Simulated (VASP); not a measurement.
```
MgI2
1.0
    2.11610    -3.68260     0.00000
    2.11610     3.68260     0.00000
    0.00000     0.00000     6.76945
Mg I
1 2
Direct
  0.00000   0.00000   0.00000
  0.33333   0.66667   0.24200
  0.68242   0.34909   0.75800
```

Method: PBE GGA, VASP's PBE PAW potentials (set 64) (plane waves; VASP 6.6.1). Numerical set-up: 400 eV cut-off, KSPACING 0.6 per Å, Gaussian smearing of 0.050 eV, potentials Mg I.

**Question.** Give the force on each atom (eV/Å).

**Answer.** 
```
atom      Fx      Fy      Fz
----  ------  ------  ------
Mg1    0.073   0.008   0.010
I2     0.027  -0.001  -0.035
I3    -0.100  -0.006   0.026
```

**Question.** Give the stress tensor in GPa (positive for a compressed cell).

**Answer.** 
```
0.78  0.00  0.25
0.00  0.61  0.02
0.25  0.02  1.01
```
The pressure is its mean diagonal, 0.80 GPa.

The compound is MgI2 in the 1T layered structure. The cell was not relaxed at this level, atoms are displaced from their ideal sites. The run is one of a series of settings (KGAMMA = .TRUE., KSPACING = 0.6, KPOINTS file removed against the base run), some of them coarse on purpose.
